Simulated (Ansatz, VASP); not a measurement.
# Cross-check of AlRu (RuAl strained to the junction's net) between VASP and Ansatz

One calculation is typed for both programs; each brings its own data sets. How far apart do they land? The cell is generated by rule, not measured, and may not be a known phase. The structure shown is the end of the Ansatz relaxation below.

Method: plane waves, with VASP 6.6.1 beside it; single point at PBE, in Ansatz 0.2.0.

The structure was built from a prototype and need not be the compound's stable phase.

## 1. The starting structure

Symmetry: Pm-3m, No. 221, cubic system. Conventional cell: a = 3.003 Å, b = 3.003 Å, c = 3.003 Å, α = 90.00°, β = 90.00°, γ = 90.00°. Ru has 8 Al at 2.60 Å nearest. Nearest to Al lie 8 Ru at 2.60 Å. Farther neighbours are not listed. That group holds within 0.01 Å; judged at 0.001 Å it is P4/mmm (No. 123).

## 2. Ansatz: relaxation, PBE

Ansatz runs on its default PAW (the set named soft_2) files.

This run makes the geometry at which the two programs are then compared.

input.yaml

```yaml
crystal:
  lattice:
    - [4.243, 0.0, 0.0]
    - [0.0, 4.243, 0.0]
    - [0.0, 0.0, 2.9998221492]
  atoms:
    - { symbol: Ru, position: [0.0, 0.0, 0.0] }
    - { symbol: Ru, position: [0.5, 0.5, 0.0] }
    - { symbol: Al, position: [0.5, 0.0, 0.5] }
    - { symbol: Al, position: [0.0, 0.5, 0.5] }
kpoints:
  mp_grid: { grid: [8, 8, 10] }
scf:
  occupations: { method: fermi_dirac, width: 0.1 }
  max_iter: 150
hamiltonian:
  xc: pbe
relax:
  f_tol: 0.01
  max_steps: 40
  cell: { fix: [a, b, angles] }
```

Command:

```
> ansatz run input.yaml --threads 8 --pin off --max-ram 40960MiB --backend cuda --events-out ev --progress --plain --runs-dir out
```

Numbers of over 12 decimals in the logs are rounded to 6 here.

What it wrote:

```text
Engine: ansatz 0.2.0, aarch64-unknown-linux-gnu
Pseudopotentials: kind: paw
Pseudopotential: Ru, paw, valence charge 16, recommended cutoff 420 eV (normal), Ru.paw.azcp
Pseudopotential: Al, paw, valence charge 3, recommended cutoff 420 eV (normal), Al.paw.azcp
Functional definition: PBE
  parameter kappa = 0.804
  parameter beta = 0.066725
  exchange = pbe_x(kappa = kappa, mu = beta*pi^2/3)
  correlation = pbe_c(beta = beta)
[...]
Crystal: 4 atoms, lattice volume = 54.006 Å³
Basis set: ecut = 420 eV, 1051 PW (Γ), exchange–correlation on 60×60×48 points (8 copies of the dense FFT grid, shifted against one another)
Bands: 23, of which v1, the nominal top of the filled ones, is band 19 counted from 1 (18 counted from 0)
Symmetry: 32 space group operations
Space group: P4/mmm (ITA 123), of the structure as read, at distance tolerance 3.8e-5 Å
k-points: 90 of 640
Non-local potential: Ru, projectors of the file, l = 0: 3, l = 1: 2, l = 2: 2, l = 3: 1
Non-local potential: Al, projectors of the file, l = 0: 2, l = 1: 2, l = 2: 1
PAW form: soft (Blöchl's): semilocal exchange-correlation on the pseudo side does not see the compensation charge
PAW one-centre angular grid: Ru, 590 points (default); XC on 64 Gauss nodes
PAW one-centre angular grid: Al, 110 points (default); XC on 64 Gauss nodes
Initial density: superposition of atomic densities (neutral atoms: chi_scale 0, normalization atom), corrected by the library's trained network
Initial wavefunctions: pseudopotential atomic-orbital guess
[...]
Functional: x = pbe(κ = 0.804, μ = 0.219515), c = pbe(β = 0.066725)
SCF iter   1: F=—  HF=-12834.992943 eV  |F-HF|=—  |Δ(HF+E_count)|=         —  Δρ=3.11e-3  dr2=6.12e-3  ethr=1.77e-3  ⟨swp⟩=5.6  Hψ=8836  notcnv=0
preconditioner: auto → Kerker (q_TF=auto, 2.573 Å⁻¹)  [metal: Δε(μ)=0.006 eV  Ē_g=5.916 eV  σ=0.100 eV  W_gap=0.01  n_scr=18 (ndim 8)  ℏωp=23.7 eV  f_vac=0.000  D(μ)=3.06/eV (n_scr^D=30)]
SCF iter   2: F=—  HF=-12834.992432 eV  |F-HF|=—  |Δ(HF+E_count)|=   5.11e-4  Δρ=1.43e-3  dr2=1.24e-3  ethr=1.61e-5  ⟨swp⟩=2.1  Hψ=3576  notcnv=0
[...]
SCF iter   6: F=-12834.992417 eV  HF=-12834.992417 eV  |F-HF|=4.04e-9  |Δ(HF+E_count)|=   3.34e-8  Δρ=4.38e-6  dr2=8.79e-9  ethr=2.63e-10  ⟨swp⟩=4.0  Hψ=6566  notcnv=0
SCF 1 converged in 6 iterations: F = -12834.992417 eV  dr2 = 8.79e-9
  greatest PAW one-centre occupation: 0.998 electrons in one spin orbital (limit 2), on the Ru atom at site 1 (counted from 0), in its partial waves of l = 0
relax step   1: F+E_penalty+E_count = -12834.99241687 eV  Δ(F+E_penalty+E_count) = +0.000e0 eV  max|allowed force component| = 3.150e-26 eV/Å  Δτ_max = 0.0000 Å  P = +0.928 GPa  Ω = 54.006 Å³  fix = [a, b, alpha, beta, gamma]  reactions: a +0.935, b +0.935 GPa  (6 SCF iters, dr2 threshold 1.00e-7 eV, accepted)
[...]
relax step   2: F+E_penalty+E_count = -12834.99272120 eV  Δ(F+E_penalty+E_count) = -3.043e-4 eV  max|allowed force component| = 1.939e-26 eV/Å  Δτ_max = 0.0000 Å  P = +0.150 GPa  Ω = 54.212 Å³  energy of the carried Pulay correction = -8.639e-5 eV  fix = [a, b, alpha, beta, gamma]  reactions: a +0.375, b +0.375 GPa  (6 SCF iters, dr2 threshold 4.00e-7 eV, accepted)
[...]
relax step   3: F+E_penalty+E_count = -12834.99279124 eV  Δ(F+E_penalty+E_count) = -7.005e-5 eV  max|allowed force component| = 6.618e-27 eV/Å  Δτ_max = 0.0000 Å  P = +0.341 GPa  Ω = 54.161 Å³  energy of the carried Pulay correction = -6.500e-5 eV  fix = [a, b, alpha, beta, gamma]  reactions: a +0.513, b +0.513 GPa  (6 SCF iters, dr2 threshold 2.28e-7 eV, accepted)
[...]
relax step   4: F+E_penalty+E_count = -12834.99286236 eV  Δ(F+E_penalty+E_count) = -7.112e-5 eV  max|allowed force component| = 6.311e-28 eV/Å  Δτ_max = 0.0000 Å  P = +0.341 GPa  Ω = 54.161 Å³  fix = [a, b, alpha, beta, gamma]  reactions: a +0.513, b +0.513 GPa  stress off target by 2.93e-3 GPa on what of the cell is left free  SCF on the basis re-selected at this cell (its energy is not comparable with the rows above)  (8 SCF iters)
basis re-selected at this cell: Δ(F+E_penalty+E_count) = -7.112e-5 eV, ΔP = -0.000 GPa vs the last step (what re-selecting the basis moved, of the pressure what is left beyond the Pulay correction that the steps carried, after the strain that the cell walked since its last selection, with what the two solves' SCF thresholds leave and, on support functions, any second-order correction that the steps lacked; it is no m [...]
SCF converged after 8 iterations
Free energy (F): -12834.992862 eV
Harris-Foulkes:  -12834.992862 eV  (|F-HF|=3.64e-12)
Internal energy: -12834.892230 eV  (E = F + TS)
E sigma→0 (E₀):  -12834.942546 eV
Entropy (-TS):   -0.100632 eV (-25.158 meV/atom)
Fermi energy:    15.924475 eV
--- Per-component energies (eV) ---
  E_band       = -247.077297
  E_kinetic    = 1085.445285
  E_local      = -3618.021379  (includes V_loc(G=0)·N_el)
  E_nonlocal   = 709.165881
  E_hartree    = 1285.448576
  E_xc         = -464.026570
  E_vxc        = -540.886774  (∫ρ·V_xc dr)
  E_paw        = -7858.369820  (= ΣΔE_a)
  E_vpaw       = -453.677120  (= ΣTr[D̂ρ^β])
  E_aug_tail   = -0.000339  (compensation charges beyond the density's cutoff)
  E_ewald      = -3974.533863
  E_smearing   = -0.100632  (= −TS)
  E_closure    = -0.000000  (closes the sum)
  Σ components = -12834.992862   (vs F -12834.992862, Δ=0.00e0)
--- Forces (eV/Å), atoms counted from 1 ---
  atom   1  Ru     0.00000000    -0.00000000    -0.00000000
  atom   2  Ru     0.00000000    -0.00000000     0.00000000
  atom   3  Al    -0.00000000     0.00000000     0.00000000
  atom   4  Al    -0.00000000     0.00000000     0.00000000
  max |Σ_I F_I| component: 1.51e-27 eV/Å
--- Stress (GPa, compression-positive) ---
        0.512894      -0.000000      -0.000000
       -0.000000       0.512894      -0.000000
       -0.000000      -0.000000      -0.002931
  P = ⅓ Tr σ = 0.3410 GPa (3.410 kbar)
--- Band table (eV; the first three rows and the last of 90) ---
  k-point 0: bands = [... 15 lower, 14.7350, 14.7350, 16.0662, 16.0662, 16.0840, 17.4175, 21.1559, 21.8680]
  k-point 1: bands = [... 15 lower, 15.8408, 15.8408, 15.8616, 15.8616, 16.1066, 17.4260, 21.0141, 21.1484]
  k-point 2: bands = [... 15 lower, 15.3351, 15.3351, 16.1665, 17.1332, 17.1332, 17.4481, 19.5429, 20.9172]
  k-point 89: bands = [... 15 lower, 14.5472, 14.7559, 14.7559, 14.7635, 14.7635, 17.3978, 17.3978, 21.1195]
--- Relaxed structure (3 steps of the walk, 3 accepted, 1 SCFs on fresh bases) ---
  F+E_penalty+E_count = -12834.99286236 eV   max|allowed force component| = 6.311e-28 eV/Å   (the final SCF, on the basis selected at the relaxed cell)
  cell:  # Å, volume = 54.1606 Å³
    - [4.243, 0, 0.0]
    - [0, 4.243, 0.0]
    - [0.0, 0.0, 3.008414]
  atoms:
    - { symbol: Ru, position: [0, 0, 0] }
    - { symbol: Ru, position: [0.500000, 0.500000, 0] }
    - { symbol: Al, position: [0.500000, 0, 0.5] }
    - { symbol: Al, position: [0, 0.500000, 0.5] }
```

Reading the cycles: dr2 is the Hartree energy of the density residual (eV), the measure of convergence; HF is the Harris–Foulkes estimate of the energy, which meets the free energy F at convergence.

## 3. VASP: single point, PBE

The same cell, functional, mesh and smearing now go to VASP, with its own data sets.

Lines of VASP's logs that name or quote its potential files are left out, and so is its time.

INCAR

```
SYSTEM = AlRu
PREC = Accurate
ENCUT = 500
EDIFF = 1E-06
NELM = 120
ISMEAR = -1
SIGMA = 0.1
LREAL = .FALSE.
ALGO = Normal
GGA = PE
NBANDS = 23
LASPH = .TRUE.
LORBIT = 11
LWAVE = .FALSE.
LCHARG = .FALSE.
ISIF = 2
GGA_COMPAT = .FALSE.
```

POSCAR

```
AlRu
1.0
    4.2430000000      0.0000000000      0.0000000000
    0.0000000000      4.2430000000      0.0000000000
    0.0000000000      0.0000000000      3.0084135839
Ru Al
2 2
Direct
    0.0000000000      0.0000000000      0.0000000000
    0.5000000000      0.5000000000      0.0000000000
    0.5000000000      0.0000000000      0.5000000000
    0.0000000000      0.5000000000      0.5000000000
```

KPOINTS

```
Automatic mesh
0
Gamma
8 8 10
0 0 0
```

Potentials, in the order of the species: Ru_pv and Al (PBE family, release 64).

Command:

```
> mpirun -np 1 vasp_std
```

What it wrote:

```text
[banner, memory and clock lines left out]
running    1 mpi-ranks, on    1 nodes
 distrk:  each k-point on    1 cores,    1 groups
 distr:  one band on    1 cores,    1 groups

 POSCAR found type information on POSCAR RuAl
 POSCAR found :  2 types and       4 ions
 LDA part: xc-table for (Slater+PW92), standard interpolation
 POSCAR, INCAR and KPOINTS ok, starting setup
 FFT: planning ... GRIDC
 FFT: planning ... GRID_SOFT
 FFT: planning ... GRID
 WAVECAR not read
 entering main loop
       N       E                     dE             d eps       ncg     rms          rms(c)
DAV:   1     0.287661271232E+03    0.28766E+03   -0.18684E+04  4308   0.141E+03
DAV:   2    -0.222324259207E+02   -0.30989E+03   -0.29993E+03  4504   0.407E+02
DAV:   3    -0.298183944850E+02   -0.75860E+01   -0.73832E+01  5023   0.648E+01
DAV:   4    -0.299054525893E+02   -0.87058E-01   -0.87008E-01  5045   0.684E+00
DAV:   5    -0.299075210659E+02   -0.20685E-02   -0.20683E-02  5272   0.947E-01    0.168E+01
DAV:   6    -0.287496182791E+02    0.11579E+01   -0.81301E+00  4490   0.227E+01    0.336E+00
DAV:   7    -0.286061026493E+02    0.14352E+00   -0.70557E-01  4518   0.699E+00    0.289E+00
DAV:   8    -0.285759719003E+02    0.30131E-01   -0.39955E-02  4924   0.154E+00    0.337E-01
DAV:   9    -0.285755272733E+02    0.44463E-03   -0.83088E-04  4990   0.193E-01    0.200E-01
DAV:  10    -0.285755255047E+02    0.17686E-05   -0.12857E-04  5015   0.107E-01    0.302E-02
DAV:  11    -0.285755167934E+02    0.87113E-05   -0.24367E-05  5038   0.454E-02    0.111E-02
DAV:  12    -0.285755156230E+02    0.11704E-05   -0.43351E-07  3037   0.461E-03    0.143E-03
DAV:  13    -0.285755155360E+02    0.87045E-07   -0.14442E-07  2679   0.276E-03
   1 F= -.28575516E+02 E0= -.28525193E+02  d E =-.100644E+00
```

From OUTCAR (step 3):

```text
ion  position               nearest neighbor table
   1  0.000  0.000  0.000-   3 2.60   4 2.60   3 2.60   4 2.60   4 2.60   4 2.60   3 2.60   3 2.60
                             2 3.00   2 3.00   2 3.00   2 3.00
   2  0.500  0.500  0.000-   3 2.60   4 2.60   3 2.60   4 2.60   3 2.60   3 2.60   4 2.60   4 2.60
                             1 3.00   1 3.00   1 3.00   1 3.00
   3  0.500  0.000  0.500-   1 2.60   2 2.60   1 2.60   2 2.60   2 2.60   2 2.60   1 2.60   1 2.60
                             4 3.00   4 3.00   4 3.00   4 3.00
   4  0.000  0.500  0.500-   1 2.60   2 2.60   1 2.60   2 2.60   1 2.60   1 2.60   2 2.60   2 2.60
                             3 3.00   3 3.00   3 3.00   3 3.00

  LATTYP: Found a simple tetragonal cell.
 ALAT       =     4.2430000000
 C/A-ratio  =     0.7090298336

 Subroutine GETGRP returns: Found 16 space group operations
 (whereof 16 operations were pure point group operations)

The static configuration has the point symmetry D_4h.

 Found     90 irreducible k-points:

   k-points           NKPTS =     90   k-points in BZ     NKDIM =     90   number of bands    NBANDS=     23

   dimension x,y,z NGX =    32 NGY =   32 NGZ =   24
   dimension x,y,z NGXF=    64 NGYF=   64 NGZF=   48

   ENCUT  =  500.0 eV  36.75 Ry    6.06 a.u.   7.74  7.74  5.49*2*pi/ulx,y,z

   NELECT =      34.0000    total number of electrons

 k-points in reciprocal lattice and weights: Automatic mesh
   0.00000000  0.00000000  0.00000000       0.002
   0.12500000  0.00000000  0.00000000       0.006
   0.25000000  0.00000000  0.00000000       0.006
   0.37500000  0.00000000  0.00000000       0.006
   0.50000000  0.00000000  0.00000000       0.003
   0.12500000  0.12500000  0.00000000       0.006
   0.25000000  0.12500000  0.00000000       0.013
   0.37500000  0.12500000  0.00000000       0.013
   0.50000000  0.12500000  0.00000000       0.006
[...]
0.50000000  0.37500000  0.50000000       0.006
   0.50000000  0.50000000  0.50000000       0.002

 average (electrostatic) potential at core
       1 -68.2860       2 -68.2860       3 -68.7764       4 -68.7764

 E-fermi :  10.5857

 k-point     1 :       0.0000    0.0000    0.0000
  band No.  band energies     occupation
    ...
     11       7.5484      2.00000
     12       9.2098      2.00000
     13       9.2098      2.00000
     14       9.3975      1.99999
     15       9.3975      1.99999
     16      10.7280      0.38861
     17      10.7280      0.38861
     18      10.7458      0.33591
     19      12.0784      0.00000
     20      15.8208      0.00000
    ...

 k-point     2 :       0.1250    0.0000    0.0000
  band No.  band energies     occupation
    ...
     14       9.4133      1.99998
     15       9.4436      1.99998
     16      10.5542      1.15642
     17      10.6138      0.86050
     18      10.6721      0.59321
     19      12.2488      0.00000
     20      15.9902      0.00000
     21      16.3133      0.00000
     22      16.4267      0.00000
     23      16.8285      0.00000

 k-point     3 :       0.2500    0.0000    0.0000
  band No.  band energies     occupation
    ...
     14       9.4685      1.99997
     15       9.5765      1.99992
     16      10.0260      1.99261
     17      10.3413      1.84032
     18      10.5156      1.33704
     19      12.6904      0.00000
     20      15.6272      0.00000
     21      16.0409      0.00000
     22      16.1033      0.00000
     23      17.6540      0.00000

  Total        0.1646042      0.1646042     -0.0098430      0.0000000      0.0000000     -0.0000000
  in kB        4.8693138      4.8693138     -0.2911739      0.0000000      0.0000000     -0.0000000
  external PRESSURE =       3.1491512 kB  Pullay stress =       0.0000000 kB

  energy-cutoff  :      500.00
  volume of cell :       54.16
      direct lattice vectors                 reciprocal lattice vectors
     4.243000000  0.000000000  0.000000000     0.235682300  0.000000000  0.000000000
     0.000000000  4.243000000  0.000000000     0.000000000  0.235682300  0.000000000
     0.000000000  0.000000000  3.008413584     0.000000000  0.000000000  0.332401105

 POSITION                                       TOTAL-FORCE (eV/Angst)
 -----------------------------------------------------------------------------------
      0.00000      0.00000      0.00000        -0.000000     -0.000000      0.000000
      2.12150      2.12150      0.00000         0.000000      0.000000     -0.000000
      2.12150      0.00000      1.50421        -0.000000     -0.000000      0.000000
      0.00000      2.12150      1.50421        -0.000000     -0.000000      0.000000
 -----------------------------------------------------------------------------------
    total drift:                                0.000000     -0.000000     -0.000000

  FREE ENERGIE OF THE ION-ELECTRON SYSTEM (eV)
  ---------------------------------------------------
  free  energy   TOTEN  =       -28.5755155360 eV

  energy  without entropy=      -28.4748711253  energy(sigma->0) =      -28.52519333

 total charge
# of ion       s       p       d       tot
------------------------------------------
    1        0.333   6.238   6.196  12.767
    2        0.333   6.238   6.196  12.767
    3        0.390   0.413   0.000   0.803
    4        0.390   0.413   0.000   0.803
--------------------------------------------------
tot          1.445  13.302  12.393  27.140

[... 3 further parts left out ...]
```

The run ends at a pressure of 0.31 GPa.

## 4. Differences

Known differences besides the potentials themselves: the data sets hold 38 valence electrons in Ansatz (on its default PAW (the set named soft_2) files) and 34 in VASP; the cutoff is 420 eV in Ansatz and 500 eV in VASP; Ansatz's pressure holds a Pulay correction, VASP's none. Total energies have different zeros and are not compared.

Compared:

```
      quantity  Ansatz  VASP  difference
pressure (GPa)    0.34  0.31       +0.03
```

## 5. What came out

| Quantity | Value |
| --- | --- |
| difference in pressure (single point, PBE) | 0.026 GPa |

**Reading.** The difference in pressure is 0.026 GPa (single point, PBE), within the 1 GPa picked in this series as the mark of a large difference. The data sets hold unlike numbers of valence electrons (38 in Ansatz and 34 in VASP), so part of the differences comes from the potentials. Such differences can come from data sets, numerical settings and the points named under the comparisons, not from the functional's error against experiment.

[Lines on the potential files, build, host, timing and source positions are cut from VASP's logs without a mark.]

[Logs are printed without paths, hosts, clocks, repeated set-up lines and the standing remarks that a program may print on its own settings, such as how far it seeks lower states.]

[Hosts, paths, dates, database ids (printed as entryN), source tags and the programs' standing remarks are cut or masked in the printed files.]
